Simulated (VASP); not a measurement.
Consider the following.

```
WSi2
1.0
   -1.55411     1.55411     3.81177
    1.55411    -1.55411     3.81177
    1.55411     1.55411    -3.81177
Si W
2 1
Direct
  0.66637   0.66637   0.00000
  0.33363   0.33363   0.00000
  0.00000   0.00000   0.00000
```

Level of theory: LDA (Ceperley-Alder, Perdew-Zunger), VASP's LDA PAW potentials (set 64) (plane waves; VASP). Run with 500 eV cut-off, 14×14×14 Γ-centred mesh, first-order Methfessel-Paxton smearing of 0.10 eV, potentials Si W_sv.

Energy and stress use the plane-wave basis of the starting cell.

Question: The ions, cell shape and volume at an external pressure of 30.0 GPa are relaxed. Predict the relaxed structure.

Answer: 
```
WSi2
1.0
   -1.53760     1.53760     3.78091
    1.53760    -1.53760     3.78091
    1.53760     1.53760    -3.78091
Si W
2 1
Direct
  0.66684   0.66684   0.00000
  0.33316   0.33316   0.00000
  0.00000   0.00000   0.00000
```
Space group I4/mmm (139), at a tolerance of 0.03 Å.

Question: How do energy and volume change from the first to the last step?

Answer: The energy (σ→0) changes by +55.2 meV/atom and the volume by -2.9 %, in 9 ionic steps.

The compound is WSi2 in the MoSi2 type structure. This run relaxes it under an external pressure of 30 GPa. Symmetry was kept, so distortions that lower it aren't found.
